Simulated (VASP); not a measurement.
A snapshot from molecular dynamics of Ta, step 11; the first frame, the perfect lattice, has an electronic free energy F (no ionic kinetic energy) of -11.833 eV/atom. The Γ point alone samples so small a cell crudely.

Here is the system:

```
Ta
1.0
    9.90000     0.00000     0.00000
    0.00000     9.90000     0.00000
    0.00000     0.00000     9.90000
Ta
54
Cartesian
  9.87467   9.82393   0.07814
  3.33682   9.82423   0.05036
  6.58749   0.03184   9.88312
  9.89564   3.33728   0.01771
  9.89466   9.79433   3.34448
  1.64900   1.82071   1.57195
  3.33174   3.32138   0.05567
  3.35603   0.08032   3.32912
  4.87593   1.64584   1.68492
  6.54411   3.34518   9.84416
  6.60962   9.83475   3.33814
  8.27403   1.63797   1.64332
  9.84297   6.65148   0.13471
  9.82232   3.33591   3.37330
  1.64089   4.86794   1.67225
  3.27402   6.57217   0.02821
  0.10048   0.05754   6.56997
  1.63675   1.59391   5.03627
  3.31268   3.35868   3.22641
  4.99583   5.02126   1.68851
  6.69838   6.58991   9.89658
  3.24704   0.05338   6.58586
  4.99530   1.61312   4.87852
  6.57666   3.26925   3.27320
  8.19769   4.96123   1.65064
  6.53228   0.11802   6.65287
  8.34127   1.65226   4.89394
  0.08255   6.56688   3.29305
  1.59951   8.23992   1.60926
  0.08631   3.30007   6.57622
  1.64795   4.95523   4.85983
  3.23977   6.55355   3.32678
  4.98503   8.31912   1.68599
  1.66193   1.57504   8.29943
  3.34727   3.26375   6.58180
  4.89817   4.98779   4.89265
  6.49164   6.69168   3.31498
  8.12034   8.27772   1.63904
  4.99156   1.63505   8.26693
  6.53052   3.21333   6.51835
  8.30359   4.92895   4.93748
  8.11549   1.69306   8.13425
  9.88689   6.60737   6.67591
  1.64697   8.21487   4.91075
  1.67323   4.88875   8.14671
  3.34786   6.49014   6.64328
  4.94223   8.22524   4.96961
  4.90942   4.96135   8.29903
  6.68974   6.57784   6.56203
  8.23065   8.26604   4.99968
  8.30212   4.86959   8.24652
  1.73368   8.19003   8.23846
  4.92584   8.30511   8.20015
  8.31542   8.33867   8.21950
```

The numbers are results of PBE GGA, VASP's PBE PAW potentials (set 64) (plane waves; VASP 6.6.1), not measurements. Settings: PREC = Normal, LREAL = Auto, ISYM = 0, EDIFF = 1E-5, 300 eV cut-off, 1×1×1 Γ-centred mesh, Fermi-Dirac smearing of 0.11 eV, potentials Ta.

Question: Give F per atom of this frame and the forces (eV/Å).

Answer: -11.785 eV/atom.
```
atom     Fx     Fy     Fz
----  -----  -----  -----
Ta1    0.12   0.72  -0.72
Ta2   -0.48   0.62  -0.43
Ta3    0.11  -0.09  -0.22
Ta4   -0.30  -0.54  -0.54
Ta5   -0.08   0.86  -0.35
Ta6   -0.32  -1.60   0.60
Ta7   -0.21   0.12  -0.74
Ta8   -1.03  -0.86  -0.09
Ta9    0.87   0.08  -0.43
Ta10   0.53  -0.21   0.49
Ta11  -0.14   0.86  -0.44
Ta12  -0.24   0.29   0.22
Ta13   0.29  -0.42  -1.38
Ta14   0.84  -0.18  -1.24
Ta15  -0.21   0.90  -0.05
Ta16   0.21   0.38  -0.47
Ta17  -0.86  -1.00   0.45
Ta18   0.24   0.63  -1.12
Ta19   0.21  -0.77   0.85
Ta20  -0.61  -0.38  -0.62
Ta21  -0.82   0.16  -0.18
Ta22   0.86  -0.71   0.20
Ta23  -0.70   0.53   0.57
Ta24   0.43   0.36   0.18
Ta25   0.18  -0.14   0.08
Ta26   0.84  -1.26  -0.93
Ta27  -0.95  -0.26   0.63
Ta28  -0.93   0.55  -0.15
Ta29   0.78  -0.19   0.89
Ta30  -0.69  -0.32   0.12
Ta31   0.08  -0.21   1.36
Ta32   0.44   0.58  -0.58
Ta33  -0.57  -0.56  -0.29
Ta34   0.05   0.69  -0.29
Ta35  -0.39   0.15   0.09
Ta36   0.72  -0.36   0.30
Ta37   1.11  -0.78   0.12
Ta38   1.31  -0.21   0.20
Ta39  -0.60   0.14   0.06
Ta40   0.36   0.92   0.32
Ta41  -0.60   0.38   0.19
Ta42   1.43  -0.14   1.33
Ta43   0.12  -0.37  -0.81
Ta44   0.24   0.32   0.55
Ta45   0.10   0.54   1.40
Ta46  -0.49   0.87  -0.48
Ta47  -0.03   0.25   0.28
Ta48   0.48  -0.22  -0.51
Ta49  -0.60   0.17   0.56
Ta50   0.31  -0.24  -0.11
Ta51  -0.25   0.71  -0.07
Ta52  -0.73   0.44   0.52
Ta53   0.23  -0.71   0.47
Ta54  -0.65  -0.52   0.22
```

The cell is a supercell, built from Ta (bcc). Its lattice is the typed one, not relaxed at this level.
